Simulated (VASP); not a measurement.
Runs of VASP 6.6.1 on CuRe3. All rows change the cell; the cell of one of them follows. It takes space group Pm-3m (No. 221, cubic). Conventional cell: a = 4.024 Å, b = 4.024 Å, c = 4.024 Å, α = 90.00°, β = 90.00°, γ = 90.00°. Around Cu (site symmetry m-3m) lie 12 Re at 2.85 Å. Re (site symmetry 4/mmm) is surrounded by 4 Cu at 2.85 Å and 8 Re at 2.85 Å. The cell was built by a generator and needn't be a form met in nature.

| task | cell | k mesh | cutoff (eV) | mesh quality | gap on the mesh (eV) | pressure (GPa) | relaxed volume (Å³/atom) |
| --- | --- | --- | --- | --- | --- | --- | --- |
| single point | species swapped into the TaCo3 type (Pm-3m, No. 221) | 4 × 4 × 4 | 520 | coarse | none | -31.9 | - |
| relaxation of cell and atoms | relaxed from: species swapped into the TaCo3 type (Pm-3m, No. 221) | 12 × 12 × 12 | 600 | not flagged | none | 0.1 | (a) |
| relaxation of cell and atoms | relaxed from: species swapped into the TaCo3 type (Pm-3m, No. 221) | 4 × 4 × 4 | 600 | coarse | none | 0.1 | 14.16 |
| single point | species swapped into the TaCo3 type (Pm-3m, No. 221) | 12 × 12 × 12 | 520 | not flagged | none | 0.0 | - |

Alike in all rows: level PBE; potentials or basis VASP PAW PBE potentials, release 64 (Cu, Re); no spin polarisation; smearing gaussian 0.1 eV.

Task: Estimate the missing entries.

Result: (a) 14.19.

Caveats: some runs use coarse meshes; a pressure of tens of GPa on the cell as given is suspect, and the run, the potentials or the cell itself is likely at fault (some runs).

A k mesh can miss the band edges, and the runs leave out spin-orbit coupling on Re.

A gap of «none» marks a metal or a gap under the smearing width.
